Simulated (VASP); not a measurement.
VASP ran on this input.

### KPOINTS
```
Automatic mesh
0
Gamma
5 5 5
0 0 0
```

INCAR:
```
SYSTEM = CsI
PREC = Accurate
ENCUT = 400
EDIFF = 1E-6
NELM = 100
ALGO = Normal
LREAL = .FALSE.
LASPH = .TRUE.
ISMEAR = 0
SIGMA = 0.05
GGA = PS
LMAXMIX = 4
LWAVE = .FALSE.
LCHARG = .FALSE.
IBRION = 2
ISIF = 3
NSW = 60
EDIFFG = -0.01
```

**POSCAR**
```
CsI
1
    0.0000000000     4.2808748798     4.2808748798
    4.2808748798    -0.0000000000     4.2808748798
    4.2808748798     4.2808748798     0.0000000000
Cs I
1 1
Direct
  0.0000000000   0.0000000000   0.0000000000
  0.2500000000   0.2500000000   0.2500000000
```

POTCAR, in this order: Cs_sv I (PBE.64 set). Program: vasp_std.

Problem. Write an equivalent input for Quantum ESPRESSO's pw.x.

Solution. One equivalent input (not run):
```
&CONTROL
  calculation = 'vc-relax'
  pseudo_dir = './pseudo'
  outdir = './out'
  tprnfor = .true.
  tstress = .true.
  nstep = 60
  forc_conv_thr = 0.00039
/
&SYSTEM
  ibrav = 0
  nat = 2
  ntyp = 2
  ecutwfc = 70
  occupations = 'smearing'
  smearing = 'gaussian'
  degauss = 0.003675
  input_dft = 'pbesol'
/
&ELECTRONS
  conv_thr = 7.3e-08
  electron_maxstep = 100
/
&IONS
/
&CELL
/
ATOMIC_SPECIES
  Cs 132.905 Cs.upf
  I 126.904 I.upf
CELL_PARAMETERS angstrom
     0.0000000    4.2808749    4.2808749
     4.2808749   -0.0000000    4.2808749
     4.2808749    4.2808749    0.0000000
ATOMIC_POSITIONS crystal
  Cs   0.0000000  0.0000000  0.0000000
  I    0.2500000  0.2500000  0.2500000
K_POINTS automatic
  5 5 5 0 0 0
```
Limits of the translation: the potentials are each code's own (VASP's PAW set, PseudoDojo norm-conserving files in pw.x), so ENCUT and ecutwfc are chosen apart and not converted; conv_thr bounds pw.x's estimated SCF error, while EDIFF bounds the energy change between steps; forc_conv_thr acts on force components and is met together with etot_conv_thr.

The structure was generated: CsI was put into the zinc blende type (F-43m), which need not be its known phase. It was relaxed first, which changed the volume by -9 %. The start is the result of an earlier pass.
